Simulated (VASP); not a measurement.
Here is the system:

```yaml
crystal:
  lattice:
    - [4.92899, 0.00000, 0.00000]
    - [-2.46449, 4.26863, 0.00000]
    - [0.00000, 0.00000, 5.42481]
  atoms:
    - { symbol: Si, position: [0.46968, 0.00000, 0.83333] }
    - { symbol: Si, position: [0.00000, 0.46968, 0.16667] }
    - { symbol: Si, position: [0.53032, 0.53032, 0.50000] }
    - { symbol: O, position: [0.41337, 0.26751, 0.71410] }
    - { symbol: O, position: [0.73249, 0.14585, 0.04743] }
    - { symbol: O, position: [0.85415, 0.58663, 0.38077] }
    - { symbol: O, position: [0.14585, 0.73249, 0.95257] }
    - { symbol: O, position: [0.26751, 0.41337, 0.28590] }
    - { symbol: O, position: [0.58663, 0.85415, 0.61923] }
```

Calculation: r2SCAN meta-GGA, VASP's PBE PAW potentials (set 64) (plane waves; VASP). Run with 520 eV cut-off, 6×6×5 Γ-centred mesh, tetrahedra with Blöchl corrections, potentials Si O.

Problem. Give the energies of bands 13 to 26 at the high-symmetry points, in eV from the valence-band maximum.

Solution. 
```tsv
band	Γ	M	K	A	L	H
13	-2.96	-3.11	-2.97	-2.74	-3.23	-3.30
14	-2.96	-2.94	-2.97	-2.74	-3.21	-2.84
15	-2.74	-2.70	-2.89	-2.67	-2.46	-2.84
16	-2.47	-2.30	-2.07	-2.03	-2.14	-1.97
17	-1.50	-2.11	-2.07	-2.03	-2.12	-1.97
18	-1.50	-1.76	-1.92	-1.85	-1.57	-1.97
19	-1.48	-1.69	-1.74	-1.85	-1.29	-0.97
20	-1.01	-1.12	-1.24	-1.53	-1.15	-0.94
21	-1.01	-1.04	-1.24	-1.22	-0.89	-0.94
22	-0.69	-0.79	-0.44	-0.21	-0.84	-0.77
23	-0.31	-0.27	-0.44	-0.21	-0.61	-0.59
24	-0.31	-0.04	0.00	-0.09	-0.19	-0.59
25	6.58	8.94	9.61	8.58	9.76	9.90
26	10.06	9.68	9.61	8.58	10.19	10.48
```

The gap is indirect, 6.58 eV, from the valence maximum at K to the conduction minimum at Γ.

The structure was generated: SiO2 was put into the alpha-quartz type (P3_121), which need not be its known phase. It was relaxed first.
